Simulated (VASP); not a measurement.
# LaHg2IO4 (P1) in VASP: single point with LDA

Aim: the single point of LaHg2IO4 with LDA.

All numbers are computed with VASP 6.6.1; they aren't measurements. Logs are shortened: lines on timing, memory, paths and dates and some standing lists are left out, and cuts for length are marked.

### Step 1. The structure

The typed cell holds 8 atoms: a = 3.859 Å, b = 3.945 Å, c = 9.570 Å, α = 91.79°, β = 92.06°, γ = 89.73°.

The cell was built by a generator and needn't be a form met in nature.

### Step 2. Single point, LDA

Contents of INCAR:

```
SYSTEM = LaHg2IO4
ALGO     = Fast           ! electronic algorithm
EDIFF    = 1E-7           ! SCF threshold, eV
ENCUT    = 520            ! plane-wave cutoff, eV
ISIF     = 2              ! what is computed and relaxed
ISMEAR   = -1             ! smearing method
LASPH    = .True.         ! aspherical terms in the spheres
LCHARG   = .False.        ! write CHGCAR
LREAL    = .False.        ! projectors in reciprocal space
LWAVE    = .False.        ! write WAVECAR
NBANDS   = 43             ! bands
NELM     = 100            ! most SCF steps
PREC     = Accurate       ! precision mode
SIGMA    = 0.1            ! smearing width, eV
```

Contents of KPOINTS:

```
Automatic mesh
0
Gamma
  5 5 2
  0.5 0 0.5
```

Contents of POSCAR:

```
LaHg2IO4
1.0
    3.8579011800      0.0085849800     -0.0701805000
    0.0085849800      3.9442876800     -0.0618723700
   -0.1693742600     -0.1493214100      9.5669006400
La Hg O I
1 2 4 1
Direct
    0.9570990000      0.9757050000      0.9828220000
    0.4764260000      0.4697450000      0.7384070000
    0.5103890000      0.5027970000      0.2680450000
    0.4598690000      0.0311390000      0.8397070000
    0.0387190000      0.4661240000      0.8513190000
    0.4858730000      0.9823800000      0.1449210000
    0.9989400000      0.5306180000      0.1479820000
    0.9875840000      0.0043490000      0.4842130000
```

Potentials or basis: VASP PAW LDA potentials, release 64 (La, Hg, O, I).

Command:

```sh
$ cat potpaw_LDA.64/La/POTCAR potpaw_LDA.64/Hg/POTCAR potpaw_LDA.64/O/POTCAR potpaw_LDA.64/I/POTCAR > POTCAR
$ mpirun -np 1 vasp_std > vasp.out
```

OUTCAR:

```text
SYSTEM = LaHg2IO4
   EDIFF = 1E-7
   ENCUT = 520
   ISIF = 2
   ISMEAR = -1
   LASPH = .True.
   LREAL = .False.
   NELM = 100
   PREC = Accurate

 ion  position               nearest neighbor table
   1  0.957  0.976  0.983-   4 2.33   5 2.36   5 2.37   7 2.40   4 2.43   6 2.43   6 2.52   7 2.66
                             2 3.51   2 3.56   2 3.67   2 3.73
   2  0.476  0.470  0.738-   4 2.01   5 2.04   5 2.39   4 2.39   8 3.50   1 3.51   1 3.56   8 3.63
                             1 3.67   1 3.73
   3  0.510  0.503  0.268-   7 2.25   7 2.25   6 2.26   6 2.34   8 3.33   8 3.39   8 3.50   8 3.58

   4  0.460  0.031  0.840-   2 2.01   1 2.33   2 2.39   1 2.43
   5  0.039  0.466  0.851-   2 2.04   1 2.36   1 2.37   2 2.39
   6  0.486  0.982  0.145-   3 2.26   3 2.34   1 2.43   1 2.52
   7  0.999  0.531  0.148-   3 2.25   3 2.25   1 2.40   1 2.66
   8  0.988  0.004  0.484-   3 3.33   3 3.39   2 3.50   3 3.50   3 3.58   2 3.63

  LATTYP: Found a triclinic cell.
 ALAT       =     3.8585490173
 B/A-ratio  =     1.4267500042
 C/A-ratio  =     2.4800941642
 COS(alpha) =     0.0027290697
 COS(beta)  =     0.0359142600
 COS(gamma) =     0.6975359599

  Lattice vectors:

 A1 = (   3.8579011800,   0.0085849800,  -0.0701805000)
 A2 = (   3.8493162000,  -3.9357027000,  -0.0083081300)
 A3 = (   0.1693742600,   0.1493214100,  -9.5669006400)

Analysis of symmetry for initial positions (statically):
=====================================================================
 Subroutine PRICEL returns:
 Original cell was already a primitive cell.

 Routine SETGRP: Setting up the symmetry group for a
 triclinic supercell.

 Subroutine GETGRP returns: Found  1 space group operations
 (whereof  1 operations were pure point group operations)
 out of a pool of  2 trial point group operations.

The static configuration has the point symmetry C_1 .

Analysis of symmetry for dynamics (positions and initial velocities):
=====================================================================
 Subroutine PRICEL returns:
 Original cell was already a primitive cell.

 Routine SETGRP: Setting up the symmetry group for a
 triclinic supercell.

 Subroutine GETGRP returns: Found  1 space group operations
 (whereof  1 operations were pure point group operations)
 out of a pool of  2 trial point group operations.

The dynamic configuration has the point symmetry C_1 .

 Subroutine INISYM returns: Found  1 space group operations
 (whereof  1 operations are pure point group operations),
 and found     1 'primitive' translations

----------------------------------------------------------------------------------------

                                     Primitive cell

  volume of cell :     145.4933

  direct lattice vectors                    reciprocal lattice vectors
     3.857901180  0.008584980 -0.070180500     0.259292763 -0.000492477  0.004582883
     0.008584980  3.944287680 -0.061872370    -0.000492478  0.253594228  0.003949412
    -0.169374260 -0.149321410  9.566900640     0.001898925  0.001636467  0.104586221

  length of vectors
     3.858549017  3.944782275  9.569564900     0.259333728  0.253625457  0.104616259

  position of ions in fractional coordinates (direct lattice)
     0.957099000  0.975705000  0.982822000
     0.476426000  0.469745000  0.738407000
     0.510389000  0.502797000  0.268045000
     0.459869000  0.031139000  0.839707000
     0.038719000  0.466124000  0.851319000
     0.485873000  0.982380000  0.144921000
     0.998940000  0.530618000  0.147982000
     0.987584000  0.004349000  0.484213000

  ion indices of the primitive-cell ions
   primitive index   ion index
                 1           1
                 2           2
                 3           3
                 4           4
                 5           5
                 6           6
                 7           7
                 8           8

----------------------------------------------------------------------------------------

 KPOINTS: Automatic mesh

Automatic generation of k-mesh.
 Grid dimensions read from file:
 generate k-points for:    5    5    2

 Generating k-lattice:

  Cartesian coordinates                     Fractional coordinates (reciprocal lattice)
     0.051858553 -0.000098495  0.000916577     0.200000000 -0.000000000  0.000000000
    -0.000098496  0.050718846  0.000789882     0.000000000  0.200000000 -0.000000000
     0.000949462  0.000818233  0.052293111     0.000000000  0.000000000  0.500000000

  Length of vectors
     0.051866746  0.050725091  0.052308129

  Shift w.r.t. Gamma in fractional coordinates (k-lattice)
     0.500000000  0.000000000  0.500000000

 Subroutine IBZKPT returns following result:
 ===========================================

 Found     25 irreducible k-points:

 Following reciprocal coordinates:
            Coordinates               Weight
  0.100000  0.000000  0.250000      2.000000
  0.300000  0.000000  0.250000      2.000000
  0.500000  0.000000  0.250000      2.000000
 -0.300000  0.000000  0.250000      2.000000
 -0.100000  0.000000  0.250000      2.000000
  0.100000  0.200000  0.250000      2.000000
[... 16 lines left out ...]
  0.500000 -0.200000  0.250000      2.000000
 -0.300000 -0.200000  0.250000      2.000000
   k-points           NKPTS =     25   k-points in BZ     NKDIM =     25   number of bands    NBANDS=     43
   number of dos      NEDOS =    301   number of ions     NIONS =      8
   total plane-waves  NPLWV =  64800
   dimension x,y,z NGX =    30 NGY =   30 NGZ =   72
   dimension x,y,z NGXF=    60 NGYF=   60 NGZF=  144
   ions per type =               1   2   4   1
   NGX,Y,Z   is equivalent  to a cutoff of  12.93, 12.64, 12.51 a.u.
   NGXF,Y,Z  is equivalent  to a cutoff of  25.85, 25.29, 25.02 a.u.
 SYSTEM =  LaHg2IO4
   PREC   = accura    normal or accurate (medium, high low for compatibility)
   ISTART =      0    job   : 0-new  1-cont  2-samecut
   ICHARG =      2    charge: 1-file 2-atom 10-const
   ISPIN  =      1    spin polarized calculation?
   LNONCOLLINEAR =      F non collinear calculations
   LSORBIT =      F    spin-orbit coupling
   LASPH  =      T    aspherical Exc in radial PAW
   ENCUT  =  520.0 eV  38.22 Ry    6.18 a.u.   7.17  7.33 17.79*2*pi/ulx,y,z
   NELM   =    100;   NELMIN=  2; NELMDL= -5     # of ELM steps
   EDIFF  = 0.1E-06   stopping-criterion for ELM
   LREAL  =      F    real-space projection
   EDIFFG = 0.1E-05   stopping-criterion for IOM
   NSW    =      0    number of steps for IOM
   IBRION =     -1    ionic relax: 0-MD 1-quasi-New 2-CG
   NFREE  =      0    steps in history (QN), initial steepest desc. (CG)
   ISIF   =      2    stress and relaxation
   ISYM   =      2    0-nonsym 1-usesym 2-fastsym
   POTIM  = 0.5000    time-step for ionic-motion
   TEBEG  =    0.0;   TEEND  =   0.0 temperature during run
   PSTRESS=    0.0 pullay stress
   NELECT =      66.0000    total number of electrons
   NUPDOWN=      -1.0000    fix difference up-down
   EMIN   =  10.00;   EMAX   =-10.00  energy-range for DOS
   EFERMI =   0.00;   METHOD = LEGACY
   ISMEAR =    -1;   SIGMA  =   0.10  broadening in eV -4-tet -1-fermi 0-gaus
   EFERMI_NEDOS =   21; number of points for ismear=-14 and -15
   IALGO  =     68    algorithm
   IMIX   =      4    mixing-type and parameters
     AMIX     =   0.40;   BMIX     =  1.00
     AMIX_MAG =   1.60;   BMIX_MAG =  1.00
  volume/ion in A,a.u.               =      18.19       122.73
  Fermi-wavevector in a.u.,A,eV,Ry     =   1.257887  2.377063 21.528237  1.582281
  Thomas-Fermi vector in A             =   2.391524
   LORBIT       =      0    0 simple, 1 ext, 2 COOP (PROOUT), +10 PAW based schemes
   GGA     = CA    functional components
   LHFCALC =     F    Hartree Fock is set to
   AEXX    =    0.0000 exact exchange contribution
   IVDW    =     0    specifies the selected vdW correction
   LEPSILON=     F    determine dielectric tensor
   LRPA    =     F    only Hartree local field effects (RPA)
 non-spin polarized calculation
 RMM-DIIS sequential band-by-band and
  energy-cutoff  :      520.00
  volume of cell :      145.49
 maximum number of plane-waves:      3938
 NGX is ok and might be reduce to    30
   NGX = 15   NGY = 15   NGZ = 35

 number of electron      65.9999996 magnetization

 Free energy of the ion-electron system (eV)
  ---------------------------------------------------
  ext. energy  EPLUGINS =         0.00000000
  ---------------------------------------------------
  free energy    TOTEN  =       -38.96368578 eV

  energy without entropy =      -38.72984027  energy(sigma->0) =      -38.84676302

 E-fermi :   3.1096     XC(G=0): -10.5982

 val. band max:        3.0892475610   @ k =   0.5000  -0.2000   0.2500
 cond. band min:       3.1125739733   @ k =   0.1000   0.0000   0.2500
 fundamental gap:      0.0233264123
 Fermi energy:         3.1096333494

 k-point     1 :       0.1000    0.0000    0.2500
  band No.  band energies     occupation
      1     -26.0751      2.00000
      2     -14.8786      2.00000
      3     -13.7362      2.00000
      4     -13.3957      2.00000
      5     -12.4985      2.00000
      6      -9.9927      2.00000
[... 35 lines left out ...]
     42       9.1915      0.00000
     43       9.3532      0.00000

 k-point     2 :       0.3000    0.0000    0.2500
  band No.  band energies     occupation
      1     -26.0186      2.00000
      2     -14.7713      2.00000
      3     -13.9794      2.00000
      4     -13.3800      2.00000
      5     -12.8055      2.00000
      6      -9.9325      2.00000
[... 35 lines left out ...]
     42       9.0787      0.00000
     43       9.3185      0.00000

 k-point     3 :       0.5000    0.0000    0.2500
  band No.  band energies     occupation
      1     -25.9829      2.00000
      2     -14.8481      2.00000
      3     -13.8891      2.00000
      4     -13.2700      2.00000
      5     -13.1456      2.00000
      6      -9.8882      2.00000
[... 919 lines left out ...]
      6      -9.6827      2.00000
[... 35 lines left out ...]
     42       9.0001      0.00000
     43       9.4352      0.00000

 k-point    24 :      -0.3000   -0.2000    0.2500
  band No.  band energies     occupation
      1     -25.9900      2.00000
      2     -14.6895      2.00000
      3     -14.0055      2.00000
      4     -13.6014      2.00000
      5     -12.8527      2.00000
      6      -9.6737      2.00000
[... 35 lines left out ...]
     42       9.0396      0.00000
     43       9.3550      0.00000

 [... further k-points ...]

------------------------ aborting loop because EDIFF is reached ----------------------------------------

  FORCE on cell =-STRESS in cart. coord.  units (eV):
  Direction    XX          YY          ZZ          XY          YZ          ZX
  --------------------------------------------------------------------------------------
  -------------------------------------------------------------------------------------
  Total        5.3717994      3.9819775     -1.4743866     -0.4188476     -2.9669437     -2.0249291
  in kB       59.1544290     43.8496652    -16.2359929     -4.6123630    -32.6720801    -22.2985846
  external PRESSURE =      28.9227004 kB  Pullay stress =       0.0000000 kB

 VOLUME and BASIS-vectors are now :
 -----------------------------------------------------------------------------
  energy-cutoff  :      520.00
  volume of cell :      145.49
      direct lattice vectors                 reciprocal lattice vectors
     3.857901180  0.008584980 -0.070180500     0.259292763 -0.000492477  0.004582883
     0.008584980  3.944287680 -0.061872370    -0.000492478  0.253594228  0.003949412
    -0.169374260 -0.149321410  9.566900640     0.001898925  0.001636467  0.104586221

 POSITION                                       TOTAL-FORCE (eV/Angst)
 -----------------------------------------------------------------------------------
      3.53431      3.70992      9.27502         0.701569      0.420907      1.358476
      1.71697      1.74664      7.00177         1.458142      1.871498     -1.025108
      1.92795      1.94753      2.49743         0.025216     -0.164567     -1.074366
      1.63217      0.00138      7.99919         0.347715     -2.623771     -0.343507
      0.00918      1.71174      8.11293        -2.168123      0.782948     -0.172487
      1.85834      3.85732      1.29156        -0.114597      0.429184      0.520074
      3.83330      2.07939      1.31279        -0.085779     -0.773173      0.634706
      3.72803     -0.04667      4.56284        -0.164143      0.056975      0.102212
 -----------------------------------------------------------------------------------
    total drift:                                0.000009     -0.000472     -0.003281

  FREE ENERGIE OF THE ION-ELECTRON SYSTEM (eV)
  ---------------------------------------------------
  free  energy   TOTEN  =       -38.9636857754 eV

  energy  without entropy=      -38.7298402686  energy(sigma->0) =      -38.84676302
```

Run time: 14 min. Hardware: 1 thread of Intel Xeon Platinum 8488C (Sapphire Rapids), shared host; peak memory 0.31 GiB.

What came out:

```
Free energy            : -38.9637 eV
Pressure               : 2.9 GPa
Largest force          : 2.669 eV/Å
Band gap on the k mesh : none (metal or under the smearing width)
```

Forces in eV/Å, atoms in the order of the input:
```
La   0.702  0.421  1.358
Hg   1.458  1.871 -1.025
Hg   0.025 -0.165 -1.074
O    0.348 -2.624 -0.344
O   -2.168  0.783 -0.172
O   -0.115  0.429  0.520
O   -0.086 -0.773  0.635
I   -0.164  0.057  0.102
```

Stress tensor (GPa, compression positive):
```
 5.92 -0.46 -2.23
-0.46  4.38 -3.27
-2.23 -3.27 -1.62
```

Caveat: forces of over 1 eV/Å show positions far from the minimum, so gaps and moduli don't describe the material at rest. Spin-orbit coupling is left out, which matters for the levels of Hg, I, La.
